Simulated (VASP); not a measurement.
Input of a VASP 6.6.1 run:

File INCAR:

```
SYSTEM = Ba3TeC3
PREC = Accurate
ENCUT = 600
EDIFF = 1E-6
ISMEAR = 0
SIGMA = 0.1
LREAL = .FALSE.
LASPH = .TRUE.
NELM = 100
ALGO = Fast
ISIF = 3
LWAVE = .FALSE.
LCHARG = .FALSE.
GGA = PE
IBRION = 2
NSW = 90
EDIFFG = -0.04
```

The input KPOINTS:

```
Automatic mesh
0
G
  4 4 4
  0 0 0
```

POSCAR

```
Ba3TeC3
1.0
    5.7163331400      0.0000000000      0.0000000000
    0.0000000000      5.7163331400      0.0000000000
    0.0000000000      0.0000000000      5.7163331400
Ba Te C
3 1 3
Direct
    0.5000000000      0.5000000000      0.0000000000
    0.0000000000      0.5000000000      0.5000000000
    0.5000000000      0.0000000000      0.5000000000
    0.5000000000      0.5000000000      0.5000000000
    0.5000000000      0.0000000000      0.0000000000
    0.0000000000      0.5000000000      0.0000000000
    0.0000000000      0.0000000000      0.5000000000
```

Potentials or basis: VASP PAW PBE potentials, release 64 (Ba_sv, Te, C).

Command:

```sh
$ cat potpaw_PBE.64/Ba_sv/POTCAR potpaw_PBE.64/Te/POTCAR potpaw_PBE.64/C/POTCAR > POTCAR
$ mpirun -np 1 vasp_std > vasp.out
```

Question: What does it give for the band gap on the k mesh?

Answer: None (metal or under the smearing width).

Question: Predict the relaxed cell.

Answer: a = 6.434 Å, b = 6.434 Å, c = 6.434 Å, α = 90.00°, β = 90.00°, γ = 90.00°.

Question: What does it give for the relaxed volume?

Answer: 38.04 Å³/atom.

Question: Estimate the space group after relaxing (to 0.05 Å).

Answer: Pm-3m (No. 221).

The path:
```tsv
step	energy change (eV)	largest force (eV/Å)	pressure (GPa)	volume (Å³)
1	0.0000	0.0000	18.04	186.79
2	-3.4551	0.0000	-1.14	280.35
3	-3.5036	0.0000	0.09	266.29
```

Caveat: the volume moved by over 15 % at a fixed basis, so the end points are rough. Spin-orbit coupling is left out, which matters for the levels of Ba, Te.
